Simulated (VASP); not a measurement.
VASP runs on ReSe₂ (space group Fm-3m) share one base input (PBE GGA, plane waves, VASP's PBE PAW potentials (set 64)) and change the settings named in each case.

**POSCAR**
```
ReSe2
1.0
  0.0000000000   3.1204820000   3.1204820000
  3.1204820000   0.0000000000   3.1204820000
  3.1204820000   3.1204820000   0.0000000000
Re Se
1 2
Cart
  0.0000000000   0.0000000000   0.0000000000
  1.5602410000   1.5602410000   1.5602410000
  4.6807230000   4.6807230000   4.6807230000
```

### KPOINTS
```
Automatic mesh
0
Gamma
5 5 5
0 0 0
```

### INCAR
```
# general
SYSTEM  = ReSe2
PREC    = Accurate
ENCUT   = 300
LREAL   = .FALSE.
LASPH   = .TRUE.

# electronic loop
EDIFF   = 1E-6   # SCF stop (eV)
NELM    = 100
ALGO    = Normal   # blocked Davidson
LMAXMIX = 6   # l cut-off of mixed one-centre charges

# smearing
ISMEAR  = 0   # Gaussian
SIGMA   = 0.272

# functional
GGA     = PE

# ions
ISIF    = 2   # forces and stress, cell fixed

# output
LWAVE   = .FALSE.
LCHARG  = .FALSE.
```

POTCAR, in this order: Re Se (PBE.64 set). Program: vasp_std.

```
change                                                                                                                          E(σ→0) (eV/atom)  pressure (GPa)  −TS (eV)
------------------------------------------------------------------------------------------------------------------------------  ----------------  --------------  --------
base run                                                                                                                                 -6.2404           -8.53   -0.1234
GGA removed, POTCAR Re Se (LDA.64 set)                                                                                                   -7.1381          -15.39   -0.1208
GGA_COMPAT = .FALSE., LNONCOLLINEAR = .TRUE., LSORBIT = .TRUE., MAGMOM = 0.0 0.0 0.0 0.0 0.0 0.0 0.0 0.0 0.0, program vasp_ncl           -6.3652             ___       ___
KPOINTS 2×2×2 Γ-centred mesh                                                                                                             -6.5116          -16.32   -0.0734
```

### Question
Some entries are withheld; supply them.

### Answer

- GGA_COMPAT = .FALSE., LNONCOLLINEAR = .TRUE., LSORBIT = .TRUE., MAGMOM = 0.0 0.0 0.0 0.0 0.0 0.0 0.0 0.0 0.0, program vasp_ncl, pressure (GPa): -7.82
- GGA_COMPAT = .FALSE., LNONCOLLINEAR = .TRUE., LSORBIT = .TRUE., MAGMOM = 0.0 0.0 0.0 0.0 0.0 0.0 0.0 0.0 0.0, program vasp_ncl, −TS (eV): -0.1241

Energies of different potentials or functionals have different zeros.  Unless said otherwise, spin-orbit coupling is left out, though it shifts the bands of the heavy elements here. At 300 eV the pressure can carry a Pulay error.

Left out are runs that ran out of time, are held back, or changed the cell or the kind of run, fixed moments of cells without a moment, rows past the twelfth, gaps on odd meshes, pressures of charged cells and columns that move by less than the noise.

The structure was generated: ReSe2 was put into an ordered model structure, which need not be its known phase. The cell was not relaxed at this level, its lattice was scaled by up to 2.5 %.
